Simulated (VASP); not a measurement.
```
MgSe
1.0
    0.00000     2.72518     2.72518
    2.72518     0.00000     2.72518
    2.72518     2.72518     0.00000
Mg Se
1 1
Direct
  0.00000   0.00000   0.00000
  0.50000   0.50000   0.50000
```

These are MS2 meta-GGA, VASP's PBE PAW potentials (set 64) (plane waves; VASP) values and carry that method's errors. Settings: 520 eV cut-off, 9×9×9 Γ-centred mesh, tetrahedra with Blöchl corrections, potentials Mg Se.

### Question
Give the energies of bands 2 to 7 at the high-symmetry points, in eV from the valence-band maximum.

### Answer

```csv
band,Γ,X,U,L,W
2,0.00,-4.26,-3.77,-4.94,-3.31
3,0.00,-1.79,-3.31,-0.59,-3.31
4,0.00,-1.79,-1.44,-0.59,-2.51
5,3.42,2.28,3.52,4.44,4.98
6,7.98,4.40,6.75,6.60,7.61
7,7.98,12.45,9.51,6.60,8.07
```

The gap is indirect, 2.28 eV, from the valence maximum at Γ to the conduction minimum at X.

The compound is MgSe in the rock salt structure. It was relaxed first.
